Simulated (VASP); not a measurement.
Input:

```
Al3Zr
1.0
    4.07069     0.00000     0.00000
    0.00000     4.07069     0.00000
    0.00000     0.00000     4.07069
Zr Al
1 3
Direct
  0.00000   0.00000   0.00000
  0.00000   0.50000   0.50000
  0.50000   0.00000   0.50000
  0.50000   0.50000   0.00000
```

Computed with PBEsol GGA, VASP's PBE PAW potentials (set 64) (plane waves; VASP 6.6.1). Numerical set-up: 400 eV cut-off, 9×9×9 Γ-centred mesh, tetrahedra with Blöchl corrections, potentials Zr_sv Al.

The cores are frozen, which limits the accuracy of field gradients.

### Question
Give the principal components of the electric field gradient (V/Å²) and the asymmetry η at each nucleus.

### Answer

```tsv
atom	Vxx	Vyy	Vzz	η
Zr1	0.0	0.0	0.0	-
Al2	-10.7	-10.7	21.5	0.00
Al3	-10.7	-10.7	21.5	0.00
Al4	-10.7	-10.7	21.5	0.00
```

The structure comes from a computed database's ZrAl3 entry (Pm-3m); how it stands against other phases isn't given here. It was relaxed first.
